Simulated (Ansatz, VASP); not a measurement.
# Cross-check of TiB2 between VASP and Ansatz, part 2 of 2

Wanted: the spread between two codes on one cell, functional and k mesh. The cell is taken from a series of runs on this material, whose earlier steps may have relaxed, scaled, displaced or heated it; both programs get it as it stands.

VASP 6.6.1 and Ansatz 0.2.0.

So far: The structure; Ansatz: zone-centre phonons, PBEsol.

### 3. VASP: zone-centre phonons, PBEsol

Level of this step: PBEsol; plane waves and PAW (B, Ti_sv) (VASP).

The same cell, functional, mesh and smearing now go to VASP, with its own data sets.

Lines of VASP's logs that name or quote its potential files are left out, and so is its time.

Contents of INCAR:

```
SYSTEM = TiB2
PREC = Accurate
ENCUT = 500
EDIFF = 1E-08
NELM = 120
ISMEAR = 1
SIGMA = 0.2
LREAL = .FALSE.
ALGO = Normal
GGA = PS
NBANDS = 15
LASPH = .TRUE.
LORBIT = 11
LWAVE = .FALSE.
LCHARG = .FALSE.
ISIF = 2
IBRION = 8
GGA_COMPAT = .FALSE.
KPAR = 2
```

Contents of POSCAR:

```
TiB2
1.0
    3.0519250567      0.0000000000      0.0000000000
   -1.5259625284      2.6430446296      0.0000000000
    0.0000000000      0.0000000000      3.2371785910
B Ti
2 1
Direct
    0.3333333333      0.6666666667      0.5000000000
    0.6666666667      0.3333333333      0.5000000000
    0.0000000000      0.0000000000      0.0000000000
```

Contents of KPOINTS:

```
Automatic mesh
0
Gamma
15 15 16
0 0 0
```

The projector-augmented-wave data sets are B and Ti_sv (PBE family, release 64).

Started as:

```sh
mpirun -np 2 vasp_std
```

Numbers of over 12 decimals in the logs are rounded to 6 here.

Log:

```text
[banner, memory and clock lines left out]
running    2 mpi-ranks, on    1 nodes
 distrk:  each k-point on    1 cores,    2 groups
 distr:  one band on    1 cores,    1 groups

 POSCAR found type information on POSCAR B Ti
 POSCAR found :  2 types and       3 ions
|                                                                             |
|               ----> ADVICE to this user running VASP <----                  |
|                                                                             |
|     You enforced a specific xc type in the INCAR file but a different       |
|     [... a line on the potential file left out ...]
|     I HOPE YOU KNOW WHAT YOU ARE DOING!                                     |
|                                                                             |

 LDA part: xc-table for (Slater+PW92), standard interpolation
 POSCAR, INCAR and KPOINTS ok, starting setup
 FFT: planning ... GRIDC
 FFT: planning ... GRID_SOFT
 FFT: planning ... GRID
 WAVECAR not read
 entering main loop
       N       E                     dE             d eps       ncg     rms          rms(c)
DAV:   1     0.120730596242E+03    0.12073E+03   -0.88940E+03  7290   0.132E+03
DAV:   2    -0.229354838980E+02   -0.14367E+03   -0.13900E+03  7682   0.353E+02
DAV:   3    -0.305652394754E+02   -0.76298E+01   -0.75404E+01 10410   0.787E+01
DAV:   4    -0.307747779545E+02   -0.20954E+00   -0.20899E+00  9080   0.116E+01
DAV:   5    -0.307805882567E+02   -0.58103E-02   -0.58100E-02 10684   0.161E+00    0.166E+01
DAV:   6    -0.257691991167E+02    0.50114E+01   -0.21446E+01 10244   0.514E+01    0.371E+00
DAV:   7    -0.257670434603E+02    0.21557E-02   -0.12293E+00  7816   0.127E+01    0.331E+00
DAV:   8    -0.257676901705E+02   -0.64671E-03   -0.99732E-02 12262   0.280E+00    0.730E-01
DAV:   9    -0.257641610050E+02    0.35292E-02   -0.40872E-02  9315   0.265E+00    0.220E-01
DAV:  10    -0.257637327671E+02    0.42824E-03   -0.34864E-03  9111   0.745E-01    0.810E-02
DAV:  11    -0.257637408602E+02   -0.80931E-05   -0.23409E-04 10738   0.161E-01    0.542E-02
DAV:  12    -0.257637138082E+02    0.27052E-04   -0.98280E-05  8746   0.127E-01    0.141E-02
DAV:  13    -0.257637137330E+02    0.75143E-07   -0.53119E-06 10305   0.191E-02    0.122E-03
DAV:  14    -0.257637136209E+02    0.11211E-06   -0.23793E-07  9299   0.455E-03    0.572E-04
DAV:  15    -0.257637136673E+02   -0.46394E-07   -0.18431E-08  7756   0.142E-03    0.370E-04
DAV:  16    -0.257637136672E+02    0.13188E-09   -0.20487E-09  4387   0.503E-04
   1 F= -.25763714E+02 E0= -.25763728E+02  d E =0.437578E-04
 Linear response reoptimize wavefunctions to high precision
DAV:   1    -0.257637136726E+02   -0.54201E-08   -0.40950E-10  5381   0.233E-04
DAV:   2    -0.257637136726E+02   -0.45475E-12   -0.54527E-11  3967   0.697E-05
 Linear response DOF=           4
 Linear response progress:
  Degree of freedom:   1/  4
       N       E                     dE             d eps       ncg     rms          rms(c)
RMM:   1    -0.493466524876E-01   -0.49347E-01   -0.24890E-02 70758   0.135E+00
RMM:   2    -0.440453810265E-01    0.53013E-02   -0.29280E-03 58849   0.359E-01    0.158E-01
RMM:   3    -0.439182846987E-01    0.12710E-03   -0.10712E-03 59463   0.182E-01    0.788E-02
RMM:   4    -0.444632422353E-01   -0.54496E-03   -0.74890E-04 59462   0.138E-01    0.898E-03
RMM:   5    -0.444500894050E-01    0.13153E-04   -0.13360E-04 71810   0.523E-02    0.323E-03
RMM:   6    -0.444734361306E-01   -0.23347E-04   -0.30724E-05 75043   0.224E-02    0.131E-03
RMM:   7    -0.444666005588E-01    0.68356E-05   -0.52554E-06 73257   0.919E-03    0.411E-04
RMM:   8    -0.444718756741E-01   -0.52751E-05   -0.99578E-07 74782   0.439E-03    0.227E-04
RMM:   9    -0.444700814099E-01    0.17943E-05   -0.23303E-07 74730   0.214E-03    0.688E-05
RMM:  10    -0.444705169804E-01   -0.43557E-06   -0.23407E-07 75598   0.108E-03    0.193E-05
RMM:  11    -0.444705190450E-01   -0.20646E-08    0.30898E-08 77565   0.553E-04    0.148E-05
 first order change of Fermi-energy   0.70307E-04
 force on displaced ion       1 direction 1 : -18.150  -0.002   0.000
 Linear response progress:
  Degree of freedom:   2/  4
       N       E                     dE             d eps       ncg     rms          rms(c)
RMM:   1    -0.455466830741E-01   -0.45547E-01    0.10912E-02 23703   0.166E+00
RMM:   2    -0.437085457109E-01    0.18381E-02   -0.24032E-03 21770   0.340E-01    0.120E-01
RMM:   3    -0.436836008373E-01    0.24945E-04   -0.98395E-04 22220   0.179E-01    0.588E-02
RMM:   4    -0.440979100650E-01   -0.41431E-03   -0.51015E-04 22675   0.123E-01    0.120E-02
RMM:   5    -0.441378586556E-01   -0.39949E-04   -0.10976E-04 25700   0.523E-02    0.353E-03
RMM:   6    -0.441653807755E-01   -0.27522E-04   -0.21625E-05 26702   0.233E-02    0.140E-03
RMM:   7    -0.441529987484E-01    0.12382E-04   -0.48441E-06 26266   0.105E-02    0.511E-04
RMM:   8    -0.441547474078E-01   -0.17487E-05   -0.12948E-06 27041   0.522E-03    0.161E-04
RMM:   9    -0.441547873408E-01   -0.39933E-07   -0.74232E-07 26865   0.249E-03    0.118E-04
RMM:  10    -0.441547787157E-01    0.86251E-08   -0.52378E-07 26693   0.128E-03    0.522E-05
RMM:  11    -0.441551675383E-01   -0.38882E-06   -0.40806E-07 26697   0.646E-04    0.196E-05
RMM:  12    -0.441551293771E-01    0.38161E-07   -0.26221E-07 27768   0.352E-04    0.794E-06
RMM:  13    -0.441551433814E-01   -0.14004E-07   -0.19453E-07 27961   0.183E-04    0.311E-06
RMM:  14    -0.441551226085E-01    0.20773E-07   -0.10271E-07 27882   0.103E-04    0.208E-06
RMM:  15    -0.441551145372E-01    0.80713E-08   -0.83455E-08 27254   0.611E-05    0.306E-06
 first order change of Fermi-energy  -0.27438E-03
 force on displaced ion       1 direction 3 :   0.000  -0.000  -9.177
 Linear response progress:
  Degree of freedom:   3/  4
       N       E                     dE             d eps       ncg     rms          rms(c)
RMM:   1    -0.700366804703E+00   -0.70037E+00    0.45356E+00 17489   0.136E+02
RMM:   2    -0.663876584043E+00    0.36490E-01   -0.33500E-01 28992   0.514E+00    0.177E-01
RMM:   3    -0.661765441326E+00    0.21111E-02   -0.21885E-02 34131   0.123E+00    0.776E-02
RMM:   4    -0.661419340242E+00    0.34610E-03   -0.12985E-02 38536   0.566E-01    0.200E-02
RMM:   5    -0.662221391293E+00   -0.80205E-03   -0.11404E-03 39495   0.190E-01    0.113E-02
RMM:   6    -0.662568876908E+00   -0.34749E-03   -0.29008E-04 40406   0.829E-02    0.417E-03
RMM:   7    -0.662721455155E+00   -0.15258E-03   -0.67106E-05 40377   0.370E-02    0.130E-03
RMM:   8    -0.662769807918E+00   -0.48353E-04   -0.20535E-05 41468   0.168E-02    0.261E-04
RMM:   9    -0.662780876095E+00   -0.11068E-04   -0.11595E-05 42469   0.865E-03    0.107E-04
RMM:  10    -0.662783488834E+00   -0.26127E-05   -0.80659E-06 42791   0.456E-03    0.967E-05
RMM:  11    -0.662788462301E+00   -0.49735E-05   -0.65301E-06 40667   0.286E-03    0.215E-05
RMM:  12    -0.662789285308E+00   -0.82301E-06   -0.66026E-06 43187   0.189E-03    0.147E-05
RMM:  13    -0.662791864942E+00   -0.25796E-05   -0.55556E-06 39750   0.138E-03    0.474E-05
RMM:  14    -0.662789738821E+00    0.21261E-05   -0.46612E-06 39489   0.108E-03    0.265E-05
RMM:  15    -0.662789413824E+00    0.32500E-06   -0.31004E-06 42246   0.845E-04    0.459E-05
RMM:  16    -0.662789874672E+00   -0.46085E-06   -0.28301E-06 40691   0.685E-04    0.405E-05
RMM:  17    -0.662789914184E+00   -0.39512E-07   -0.22376E-06 42581   0.579E-04    0.433E-05
RMM:  18    -0.662790192195E+00   -0.27801E-06   -0.18569E-06 37058   0.504E-04    0.367E-05
RMM:  19    -0.662790619928E+00   -0.42773E-06   -0.16090E-06 36239   0.445E-04    0.275E-05
RMM:  20    -0.662790580037E+00    0.39891E-07   -0.14553E-06 39496   0.386E-04    0.272E-05
RMM:  21    -0.662790621460E+00   -0.41422E-07   -0.12912E-06 37923   0.342E-04    0.260E-05
RMM:  22    -0.662790708743E+00   -0.87283E-07   -0.11750E-06 37386   0.306E-04    0.244E-05
 first order change of Fermi-energy   0.39947E-03
 force on displaced ion       3 direction 1 : -13.680   0.000   0.000
 Linear response progress:
  Degree of freedom:   4/  4
       N       E                     dE             d eps       ncg     rms          rms(c)
RMM:   1    -0.804993382461E+00   -0.80499E+00   -0.29795E+00  7512   0.132E+02
RMM:   2    -0.756534310852E+00    0.48459E-01   -0.31267E-01 11942   0.474E+00    0.192E-01
RMM:   3    -0.755269661510E+00    0.12646E-02   -0.23028E-02 13928   0.117E+00    0.862E-02
RMM:   4    -0.755607347573E+00   -0.33769E-03   -0.16570E-02 15299   0.578E-01    0.267E-02
RMM:   5    -0.756546974624E+00   -0.93963E-03   -0.14745E-03 16184   0.191E-01    0.209E-02
RMM:   6    -0.757845085933E+00   -0.12981E-02   -0.27719E-04 14232   0.952E-02    0.996E-03
RMM:   7    -0.757419387104E+00    0.42570E-03   -0.80389E-05 15269   0.415E-02    0.261E-03
RMM:   8    -0.757513353649E+00   -0.93967E-04   -0.28007E-05 16474   0.191E-02    0.551E-04
RMM:   9    -0.757527432915E+00   -0.14079E-04   -0.17967E-05 17083   0.969E-03    0.227E-04
RMM:  10    -0.757525641187E+00    0.17917E-05   -0.11185E-05 17338   0.547E-03    0.183E-04
RMM:  11    -0.757529559726E+00   -0.39185E-05   -0.10858E-05 16676   0.340E-03    0.957E-05
RMM:  12    -0.757533330659E+00   -0.37709E-05   -0.98648E-06 16657   0.242E-03    0.314E-05
RMM:  13    -0.757536241324E+00   -0.29107E-05   -0.85927E-06 16588   0.181E-03    0.320E-05
RMM:  14    -0.757535402268E+00    0.83906E-06   -0.78504E-06 17000   0.140E-03    0.110E-05
RMM:  15    -0.757535160687E+00    0.24158E-06   -0.70619E-06 17000   0.114E-03    0.261E-05
RMM:  16    -0.757535168457E+00   -0.77695E-08   -0.65748E-06 16813   0.952E-04    0.285E-05
RMM:  17    -0.757535233781E+00   -0.65325E-07   -0.59219E-06 17576   0.811E-04    0.315E-05
RMM:  18    -0.757535340583E+00   -0.10680E-06   -0.54952E-06 16035   0.703E-04    0.323E-05
RMM:  19    -0.757535423323E+00   -0.82740E-07   -0.49879E-06 16685   0.611E-04    0.360E-05
RMM:  20    -0.757535583460E+00   -0.16014E-06   -0.46715E-06 14842   0.542E-04    0.337E-05
 first order change of Fermi-energy   0.22295E-02
 force on displaced ion       3 direction 3 :   0.000  -0.000 -13.293
 Linear response finished
```

OUTCAR, selected parts (step 3):

```text
ion  position               nearest neighbor table
   1  0.333  0.667  0.500-   2 1.76   2 1.76   2 1.76   3 2.39   3 2.39   3 2.39   3 2.39   3 2.39
                             3 2.39
   2  0.667  0.333  0.500-   1 1.76   1 1.76   1 1.76   3 2.39   3 2.39   3 2.39   3 2.39   3 2.39
                             3 2.39
   3  0.000  0.000  0.000-   1 2.39   2 2.39   1 2.39   2 2.39   2 2.39   2 2.39   1 2.39   1 2.39
                             2 2.39   2 2.39   1 2.39   1 2.39

  LATTYP: Found a hexagonal cell.
 ALAT       =     3.0519250567
 C/A-ratio  =     1.0607005516

 Subroutine GETGRP returns: Found 24 space group operations
 (whereof 24 operations were pure point group operations)

The static configuration has the point symmetry D_6h.

 Found    243 irreducible k-points:

   k-points           NKPTS =    243   k-points in BZ     NKDIM =    243   number of bands    NBANDS=     15

   dimension x,y,z NGX =    24 NGY =   24 NGZ =   24
   dimension x,y,z NGXF=    48 NGYF=   48 NGZF=   48

   ENCUT  =  500.0 eV  36.75 Ry    6.06 a.u.   5.56  5.56  5.90*2*pi/ulx,y,z

   NELECT =      18.0000    total number of electrons

 k-points in reciprocal lattice and weights: Automatic mesh
   0.00000000  0.00000000  0.00000000       0.000
   0.06666667  0.00000000  0.00000000       0.002
   0.13333333  0.00000000  0.00000000       0.002
   0.20000000  0.00000000  0.00000000       0.002
   0.26666667  0.00000000  0.00000000       0.002
   0.33333333 -0.00000000  0.00000000       0.002
   0.40000000  0.00000000  0.00000000       0.002
   0.46666667  0.00000000  0.00000000       0.002
   0.06666667  0.06666667  0.00000000       0.002
[...]
0.33333333  0.26666667  0.50000000       0.003
   0.33333333  0.33333333  0.50000000       0.001

 average (electrostatic) potential at core
       1 -22.6616       2 -22.6616       3 -70.9791

  Total       -1.4970922     -1.4970922     -1.5118658      0.0000000     -0.0000000      0.0000000
  in kB      -91.8573914    -91.8573914    -92.7638568      0.0000000     -0.0000000      0.0000000
  external PRESSURE =     -92.1595465 kB  Pullay stress =       0.0000000 kB

  energy-cutoff  :      500.00
  volume of cell :       26.11
      direct lattice vectors                 reciprocal lattice vectors
     3.051925057  0.000000000  0.000000000     0.327662043  0.189175769  0.000000000
    -1.525962528  2.643044630  0.000000000     0.000000000  0.378351538  0.000000000
     0.000000000  0.000000000  3.237178591     0.000000000  0.000000000  0.308910977

 POSITION                                       TOTAL-FORCE (eV/Angst)
 -----------------------------------------------------------------------------------
     -0.00000      1.76203      1.61859         0.000000      0.000000      0.000000
      1.52596      0.88101      1.61859        -0.000000     -0.000000     -0.000000
      0.00000      0.00000      0.00000         0.000000      0.000000     -0.000000
 -----------------------------------------------------------------------------------
    total drift:                               -0.000000      0.000000      0.000000

 Eigenvectors and eigenvalues of the dynamical matrix
 ----------------------------------------------------

   1 f  =   25.813069 THz   162.188297 2PiTHz  861.031308 cm-1   106.754228 meV
             X         Y         Z           dx          dy          dz
     -0.000000  1.762030  1.618589     0.265647   -0.655310    0.000000
      1.525963  0.881015  1.618589    -0.265647    0.655310   -0.000000
      0.000000  0.000000  0.000000     0.000000   -0.000000    0.000000

   2 f  =   25.813069 THz   162.188297 2PiTHz  861.031308 cm-1   106.754228 meV
             X         Y         Z           dx          dy          dz
     -0.000000  1.762030  1.618589    -0.655310   -0.265647   -0.000000
      1.525963  0.881015  1.618589     0.655310    0.265647    0.000000
      0.000000  0.000000  0.000000    -0.000000    0.000000    0.000000

   3 f  =   16.279475 THz   102.286961 2PiTHz  543.024851 cm-1    67.326471 meV
             X         Y         Z           dx          dy          dz
     -0.000000  1.762030  1.618589    -0.000000   -0.000000   -0.707107
      1.525963  0.881015  1.618589    -0.000000   -0.000000    0.707107
      0.000000  0.000000  0.000000     0.000000    0.000000    0.000000

   4 f  =   14.971366 THz    94.067869 2PiTHz  499.391025 cm-1    61.916568 meV
             X         Y         Z           dx          dy          dz
     -0.000000  1.762030  1.618589     0.220417   -0.543736    0.000000
      1.525963  0.881015  1.618589     0.220417   -0.543736   -0.000000
      0.000000  0.000000  0.000000    -0.209687    0.517268    0.000000

   5 f  =   14.971366 THz    94.067869 2PiTHz  499.391025 cm-1    61.916568 meV
             X         Y         Z           dx          dy          dz
     -0.000000  1.762030  1.618589    -0.543736   -0.220417    0.000000
      1.525963  0.881015  1.618589    -0.543736   -0.220417   -0.000000
      0.000000  0.000000  0.000000     0.517268    0.209687    0.000000

   6 f  =   14.756912 THz    92.720410 2PiTHz  492.237588 cm-1    61.029655 meV
             X         Y         Z           dx          dy          dz
     -0.000000  1.762030  1.618589     0.000000    0.000000    0.586696
      1.525963  0.881015  1.618589     0.000000    0.000000    0.586696
      0.000000  0.000000  0.000000    -0.000000    0.000000   -0.558190

   7 f/i=    0.007044 THz     0.044259 2PiTHz    0.234963 cm-1     0.029132 meV
             X         Y         Z           dx          dy          dz
     -0.000000  1.762030  1.618589    -0.030902   -0.393462    0.000000
      1.525963  0.881015  1.618589    -0.030902   -0.393462    0.000000
      0.000000  0.000000  0.000000    -0.064967   -0.827191    0.000000

   8 f/i=    0.007044 THz     0.044259 2PiTHz    0.234963 cm-1     0.029132 meV
             X         Y         Z           dx          dy          dz
     -0.000000  1.762030  1.618589    -0.393462    0.030902   -0.000000
      1.525963  0.881015  1.618589    -0.393462    0.030902    0.000000
      0.000000  0.000000  0.000000    -0.827191    0.064967    0.000000

   9 f/i=    0.007606 THz     0.047787 2PiTHz    0.253694 cm-1     0.031454 meV
             X         Y         Z           dx          dy          dz
     -0.000000  1.762030  1.618589     0.000000   -0.000000   -0.394700
      1.525963  0.881015  1.618589    -0.000000   -0.000000   -0.394700
      0.000000  0.000000  0.000000     0.000000    0.000000   -0.829713

 ELASTIC MODULI CONTR FROM IONIC RELAXATION (kBar)
 Direction    XX          YY          ZZ          XY          YZ          ZX
 --------------------------------------------------------------------------------
 XX         -40.6928     40.6928      0.0000      0.0000      0.0000      0.0000
 YY          40.6928    -40.6928      0.0000      0.0000     -0.0000      0.0000
 ZZ           0.0000      0.0000      0.0000      0.0000      0.0000      0.0000
 XY           0.0000      0.0000      0.0000    -40.6928      0.0000      0.0000
 YZ           0.0000     -0.0000      0.0000      0.0000     -0.0000      0.0000
 ZX           0.0000      0.0000      0.0000      0.0000      0.0000      0.0000
 --------------------------------------------------------------------------------
```

### 4. Side by side

Known differences besides the potentials themselves: the cutoff is 420 eV in Ansatz and 500 eV in VASP; Ansatz makes its cores anew for this functional, VASP keeps those of its PBE data sets. Total energies have different zeros and are not compared.

Both answers:

```tsv
quantity	Ansatz	VASP	difference
optical mode 1 (cm⁻¹)	490.9	492.2	-0.27 %
optical mode 2 to 3 (cm⁻¹)	499.4	499.4	+0.01 %
optical mode 4 (cm⁻¹)	542.3	543.0	-0.13 %
optical mode 5 to 6 (cm⁻¹)	857.4	861.0	-0.42 %
```

Modes are paired by rising frequency, not by their patterns, so a pair may set unlike modes beside each other; they are those without the splitting of longitudinal modes.

### 5. Results

- r.m.s. difference of the optical zone-centre modes, each program's sorted by frequency (zone-centre phonons, PBEsol): 2.2 cm⁻¹

**Reading.** The r.m.s. difference of the optical zone-centre modes, each program's sorted by frequency is 2.2 cm⁻¹ (zone-centre phonons, PBEsol). How closely two codes agree says nothing of how well the functional describes the real material.

[Lines on the potential files, build, host, timing and source positions are cut from VASP's logs without a mark.]

[Logs are printed without paths, hosts, clocks, repeated set-up lines and the standing remarks that a program may print on its own settings, such as how far it seeks lower states.]

[Hosts, paths, dates, database ids (printed as entryN), source tags and the programs' standing remarks are cut or masked in the printed files.]
